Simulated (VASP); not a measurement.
Energy against volume of Pd (fcc). These are r2SCAN+rVV10, VASP's PBE PAW potentials (set 64) (plane waves; VASP) values and carry that method's errors. Numerical set-up: 520 eV cut-off, 16×16×16 Γ-centred mesh, first-order Methfessel-Paxton smearing of 0.10 eV, potentials Pd.

```
V (Å³/atom)  E (eV/atom)
-----------  -----------
13.928         -22.64026
14.373         -22.66840
14.817         -22.67666
15.262         -22.66859
```

Question: Fit these four points and predict the energy of the run at 15.706 Å³/atom.

Answer: A cubic in V^(−2/3), the third-order Birch-Murnaghan form, passes through the four points with V0 = 14.81 Å³/atom and B0 = 196 GPa, and gives -22.6471 eV/atom there. The run gave -22.6471 eV/atom, -0.0 meV/atom from the fit; all five points give B0 = 196 GPa.

The compound is Pd in the fcc structure. It was relaxed first.
